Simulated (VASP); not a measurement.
All values below come from LDA (Ceperley-Alder, Perdew-Zunger), VASP's LDA PAW potentials (set 64) (plane waves; VASP).

VASP input:

**POSCAR**
```
WS2
1
    3.1278402939     0.0000000000     0.0000000000
   -1.5639201469     2.7087894136     0.0000000000
    0.0000000000     0.0000000000    22.3250636147
W S
2 4
Direct
  0.3333330000   0.6666670000   0.6356527894
  0.6666670000   0.3333330000   0.3643472106
  0.3333330000   0.6666670000   0.2944036830
  0.6666670000   0.3333330000   0.7055963170
  0.6666670000   0.3333330000   0.5655928467
  0.3333330000   0.6666670000   0.4344071533
```

INCAR:
```
# general
SYSTEM  = WS2
PREC    = Accurate
ENCUT   = 400
LREAL   = .False.   # projection in real space or not
LASPH   = .True.   # aspherical one-centre terms

# electronic loop
EDIFF   = 1E-7   # SCF stop (eV)
NELM    = 100   # most electronic steps
ALGO    = Normal   # blocked Davidson
LMAXMIX = 6   # l cut-off of mixed one-centre charges

# smearing
ISMEAR  = -5   # tetrahedra, Bloechl

# ions
ISIF    = 2   # forces and stress, cell fixed

# output
LWAVE   = .False.
LCHARG  = .True.
LORBIT  = 11   # lm-projected
NEDOS   = 601

# other
LEFG    = .True.
```

### KPOINTS
```
Automatic mesh
0
Gamma
9 9 2
0 0 0
```

POTCAR, in this order: W_sv S (LDA.64 set). Program: vasp_std.

The cell holds a wide vacuum, so values per volume refer to the whole cell.

Task: Predict the energy per atom (σ→0).

Result: 
The energy per atom (σ→0) is -8.736 eV/atom.

### OSZICAR
```
...
DAV:  18    -0.524134085705E+02   -0.60537E-04   -0.33826E-06  1548   0.596E-03    0.464E-03
DAV:  19    -0.524134241049E+02   -0.15534E-04   -0.55302E-07  1499   0.218E-03    0.332E-03
DAV:  20    -0.524134341463E+02   -0.10041E-04   -0.41192E-07  1450   0.211E-03    0.110E-03
DAV:  21    -0.524134362006E+02   -0.20543E-05   -0.66858E-08  1307   0.760E-04    0.877E-04
DAV:  22    -0.524134370981E+02   -0.89748E-06   -0.23221E-08  1203   0.546E-04    0.137E-04
DAV:  23    -0.524134373956E+02   -0.29749E-06   -0.12533E-08  1143   0.363E-04    0.201E-04
DAV:  24    -0.524134374162E+02   -0.20618E-07   -0.25080E-09  1080   0.189E-04
   1 F= -.52413437E+02 E0= -.52413437E+02  d E =0.000000E+00
```

The cell is a sheet with vacuum, built from a database entry that may be metastable or hypothetical.
